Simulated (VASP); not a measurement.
Output of a VASP run:

**OSZICAR**
```
...
   1 F= 0.58005501E+01 E0= 0.58005501E+01  d E =0.580055E+01
       N       E                     dE             d eps       ncg     rms          rms(c)
DAV:   1    -0.165149503387E+02   -0.11308E+02   -0.23709E+02  1045   0.226E+02    0.415E+01
DAV:   2    -0.232699242919E+01    0.14188E+02   -0.49826E+01   935   0.128E+02    0.101E+01
DAV:   3    -0.164339710620E+01    0.68360E+00   -0.25716E+00   970   0.183E+01    0.381E+00
DAV:   4    -0.150135475641E+01    0.14204E+00   -0.25241E-01   985   0.392E+00    0.418E+00
DAV:   5    -0.148941607893E+01    0.11939E-01   -0.31906E-02  1038   0.255E+00    0.719E-01
DAV:   6    -0.148668004531E+01    0.27360E-02   -0.15801E-02   990   0.124E+00    0.449E-01
DAV:   7    -0.148641865286E+01    0.26139E-03   -0.71957E-04  1020   0.220E-01    0.243E-01
DAV:   8    -0.148649610714E+01   -0.77454E-04   -0.10851E-04  1095   0.126E-01    0.968E-02
DAV:   9    -0.148649546162E+01    0.64552E-06   -0.14303E-05  1159   0.715E-02    0.935E-03
DAV:  10    -0.148649608140E+01   -0.61978E-06   -0.18542E-06   626   0.154E-02
   2 F= 0.68390750E+01 E0= 0.68390750E+01  d E =0.103852E+01
       N       E                     dE             d eps       ncg     rms          rms(c)
DAV:   1    -0.110812305713E+02   -0.95947E+01   -0.13742E+02   910   0.199E+02    0.286E+01
DAV:   2    -0.555308178016E+01    0.55281E+01   -0.12927E+01   990   0.702E+01    0.159E+01
DAV:   3    -0.483923322797E+01    0.71385E+00   -0.10601E+00  1040   0.166E+01    0.136E+01
DAV:   4    -0.460792134873E+01    0.23131E+00   -0.30382E-01   925   0.644E+00    0.352E+00
DAV:   5    -0.460246483189E+01    0.54565E-02   -0.22440E-02   990   0.156E+00    0.121E+00
DAV:   6    -0.460210799293E+01    0.35684E-03   -0.22328E-03  1123   0.797E-01    0.579E-01
DAV:   7    -0.460221705831E+01   -0.10907E-03   -0.91035E-04   940   0.370E-01    0.636E-02
DAV:   8    -0.460221032036E+01    0.67379E-05   -0.53615E-05  1160   0.138E-01    0.398E-02
DAV:   9    -0.460221426802E+01   -0.39477E-05   -0.10613E-05   945   0.325E-02    0.120E-02
DAV:  10    -0.460221445563E+01   -0.18760E-06   -0.32146E-07   495   0.840E-03
   3 F= 0.56588871E+01 E0= 0.56588871E+01  d E =-.141663E+00
       N       E                     dE             d eps       ncg     rms          rms(c)
DAV:   1    -0.455821832663E+01    0.43996E-01   -0.72227E-02   950   0.424E+00    0.454E-01
DAV:   2    -0.455480448519E+01    0.34138E-02   -0.81066E-03  1030   0.182E+00    0.229E-01
DAV:   3    -0.455446711166E+01    0.33737E-03   -0.82580E-04  1005   0.408E-01    0.175E-01
DAV:   4    -0.455443736491E+01    0.29747E-04   -0.99313E-05   960   0.120E-01    0.289E-02
DAV:   5    -0.455443687970E+01    0.48521E-06   -0.19543E-05  1100   0.935E-02    0.183E-02
DAV:   6    -0.455443774358E+01   -0.86388E-06   -0.32953E-06   885   0.253E-02
   4 F= 0.56580585E+01 E0= 0.56580585E+01  d E =-.142492E+00
       N       E                     dE             d eps       ncg     rms          rms(c)
DAV:   1    -0.453934878597E+01    0.15088E-01   -0.73879E-03   955   0.136E+00    0.143E-01
DAV:   2    -0.453900335831E+01    0.34543E-03   -0.81414E-04  1025   0.579E-01    0.739E-02
DAV:   3    -0.453897027141E+01    0.33087E-04   -0.82564E-05  1015   0.130E-01    0.568E-02
DAV:   4    -0.453896964226E+01    0.62915E-06   -0.10270E-05   970   0.382E-02    0.931E-03
DAV:   5    -0.453897009134E+01   -0.44908E-06   -0.20513E-06   770   0.305E-02
   5 F= 0.56580363E+01 E0= 0.56580363E+01  d E =-.142514E+00
```

File OUTCAR:
```
------------------------ aborting loop because EDIFF is reached ----------------------------------------
  FORCE on cell =-STRESS in cart. coord.  units (eV):
  Direction    XX          YY          ZZ          XY          YZ          ZX
  --------------------------------------------------------------------------------------
  Total       10.2302732     10.2302732     10.2302732     -0.0000000      0.0000000     -0.0000000
  in kB      451.4680865    451.4680865    451.4680865     -0.0000000      0.0000000     -0.0000000
  external PRESSURE =       1.4680865 kB  Pullay stress =     450.0000000 kB
  volume of cell :       36.31
      direct lattice vectors                 reciprocal lattice vectors
     0.000000000  2.628130467  2.628130467    -0.190249307  0.190249307  0.190249307
     2.628130467 -0.000000000  2.628130467     0.190249307 -0.190249307  0.190249307
     2.628130467  2.628130467  0.000000000     0.190249307  0.190249307 -0.190249307
  FREE ENERGIE OF THE ION-ELECTRON SYSTEM (eV)
  ---------------------------------------------------
  free  energy   TOTEN  =        -4.5389700913 eV

  energy  without entropy=       -4.5389700913  energy(sigma->0) =       -4.53897009
  enthalpy is  TOTEN    =         5.6580362633 eV   P V=       10.1970063547

 reached required accuracy - stopping structural energy minimisation
```
(Selected blocks of OUTCAR.)

POSCAR:
```
CdS
1
    0.0000000000     2.6959652551     2.6959652551
    2.6959652551     0.0000000000     2.6959652551
    2.6959652551     2.6959652551     0.0000000000
Cd S
1 1
Direct
  0.0000000000   0.0000000000   0.0000000000
  0.2500000000   0.2500000000   0.2500000000
```

Question: Reconstruct the remaining input files.

Answer: Several could match; the one computed here: the input of the run itself, PBE GGA, plane waves, VASP's PBE PAW potentials (set 64).

### KPOINTS
```
Automatic mesh
0
Gamma
9 9 9
0 0 0
```

**INCAR**
```
LWAVE = .FALSE.
ISMEAR = 0   ! Gaussian
ISIF = 3
EDIFF = 1E-6   ! SCF stop (eV)
LCHARG = .FALSE.
LREAL = .FALSE.   ! projection in real space or not
NELM = 100   ! most electronic steps
ENCUT = 500
GGA = PE
LMAXMIX = 4   ! l cut-off of mixed one-centre charges
IBRION = 2   ! conjugate gradients
SIGMA = 0.05   ! width (eV)
ALGO = Normal   ! blocked Davidson
PSTRESS = 450   ! kbar
LASPH = .TRUE.   ! aspherical one-centre terms
SYSTEM = CdS
PREC = Accurate
NSW = 40
EDIFFG = -0.02
```

POTCAR, in this order: Cd S (PBE.64 set). Program: vasp_std.

Energy and stress use the plane-wave basis of the starting cell.

The compound is CdS in the zinc blende structure, a metastable form; wurtzite is the usual one. This run relaxes it under an external pressure of 45 GPa. Symmetry was kept, so distortions that lower it aren't found.
